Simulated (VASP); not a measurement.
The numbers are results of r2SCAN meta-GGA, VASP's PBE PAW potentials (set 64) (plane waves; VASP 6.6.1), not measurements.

VASP input:

File POSCAR:
```
Mo(100) slab
1
    3.1556390895     0.0000000000     0.0000000000
    0.0000000000     3.1556390895     0.0000000000
    0.0000000000     0.0000000000    24.4937700758
Mo
6
Direct
  0.5000000000   0.0000000000   0.3455842107
  0.0000000000   0.5000000000   0.4012511488
  0.5000000000   0.0000000000   0.4695831504
  1.0000000000   0.5000000000   0.5304168496
  0.5000000000   0.0000000000   0.5987488512
  1.0000000000   0.5000000000   0.6544157893
```

**INCAR**
```
PREC = Normal
LWAVE = .FALSE.
LDIPOL = .TRUE.
ISMEAR = 1   ! Methfessel-Paxton
ENCUT = 400
METAGGA = R2SCAN
EDIFF = 1E-6
LMAXMIX = 4
LMIXTAU = .TRUE.
IDIPOL = 3
NELM = 100
LCHARG = .FALSE.
LREAL = .FALSE.   ! projection in real space or not
ALGO = Normal
DIPOL = 0.5 0.5 0.5
NELMIN = 4
LVHAR = .TRUE.
SIGMA = 0.1
LORBIT = 11
SYSTEM = Mo(100) slab
LASPH = .TRUE.   ! aspherical one-centre terms
```

**KPOINTS**
```
kpoints
0
Gamma
 9 9 1
```

POTCAR, in this order: Mo_sv (PBE.64 set). Program: vasp_std. Read from the step before: WAVECAR.

What VASP printed:

**OSZICAR**
```
       N       E                     dE             d eps       ncg     rms          rms(c)
DAV:   1    -0.152250054291E+03   -0.15225E+03   -0.33825E-03  1986   0.261E-01    0.114E-01
DAV:   2    -0.152253148230E+03   -0.30939E-02   -0.32661E-02  1858   0.983E-01    0.379E-01
DAV:   3    -0.152249283820E+03    0.38644E-02   -0.15847E-02  1942   0.761E-01    0.270E-02
DAV:   4    -0.152249312721E+03   -0.28900E-04   -0.53243E-04  1872   0.106E-01    0.111E-02
DAV:   5    -0.152249345693E+03   -0.32972E-04   -0.46877E-05  1718   0.550E-02    0.919E-03
DAV:   6    -0.152249325170E+03    0.20523E-04   -0.10571E-05  1628   0.276E-02    0.755E-03
DAV:   7    -0.152249346816E+03   -0.21646E-04   -0.77538E-06  1510   0.242E-02    0.476E-03
DAV:   8    -0.152249352532E+03   -0.57160E-05   -0.11145E-05  1556   0.254E-02    0.186E-03
DAV:   9    -0.152249367964E+03   -0.15432E-04   -0.44752E-06  1380   0.179E-02    0.963E-04
DAV:  10    -0.152249389074E+03   -0.21109E-04   -0.60707E-06  1476   0.207E-02    0.670E-04
DAV:  11    -0.152249375539E+03    0.13534E-04   -0.47555E-06  1408   0.200E-02    0.499E-04
DAV:  12    -0.152249375250E+03    0.28945E-06   -0.26895E-06  1134   0.143E-02
   1 F= -.15224938E+03 E0= -.15224976E+03  d E =0.115955E-02
```

File OUTCAR:
```
------------------------ aborting loop because EDIFF is reached ----------------------------------------
  FORCE on cell =-STRESS in cart. coord.  units (eV):
  Direction    XX          YY          ZZ          XY          YZ          ZX
  --------------------------------------------------------------------------------------
  Total       -3.9084911     -3.9084911     -0.5381193      0.0000000      0.0000000      0.0000000
  in kB      -25.6737568    -25.6737568     -3.5347510      0.0000000      0.0000000      0.0000000
  external PRESSURE =     -18.2940882 kB  Pullay stress =       0.0000000 kB
  volume of cell :      243.91
      direct lattice vectors                 reciprocal lattice vectors
     3.155639090  0.000000000  0.000000000     0.316893020  0.000000000  0.000000000
     0.000000000  3.155639090  0.000000000     0.000000000  0.316893020  0.000000000
     0.000000000  0.000000000 24.493770076     0.000000000  0.000000000  0.040826708
 POSITION                                       TOTAL-FORCE (eV/Angst)
 -----------------------------------------------------------------------------------
      1.57782      0.00000      8.46466        -0.000000     -0.000000     -0.016537
      0.00000      1.57782      9.82815        -0.000000     -0.000000      0.027598
      1.57782      0.00000     11.50186         0.000000     -0.000000      0.007504
      0.00000      1.57782     12.99191        -0.000000     -0.000000     -0.007504
      1.57782      0.00000     14.66562        -0.000000     -0.000000     -0.027598
      0.00000      1.57782     16.02911        -0.000000      0.000000      0.016537
 -----------------------------------------------------------------------------------
    total drift:                                0.000000      0.000000      0.000000
  FREE ENERGIE OF THE ION-ELECTRON SYSTEM (eV)
  ---------------------------------------------------
  free  energy   TOTEN  =      -152.2493752497 eV

  energy  without entropy=     -152.2505347974  energy(sigma->0) =     -152.24976177

 total charge

# of ion       s       p       d       tot
------------------------------------------
    1        2.365   6.090   4.019  12.474
    2        2.393   6.207   3.924  12.524
    3        2.372   6.209   3.891  12.471
    4        2.372   6.209   3.891  12.471
    5        2.393   6.207   3.924  12.524
    6        2.365   6.090   4.019  12.474
--------------------------------------------------
tot         14.260  37.010  23.668  74.938
```
(Selected blocks of OUTCAR.)

The cell is a thin slab with vacuum, built from Mo (bcc): (100) face.
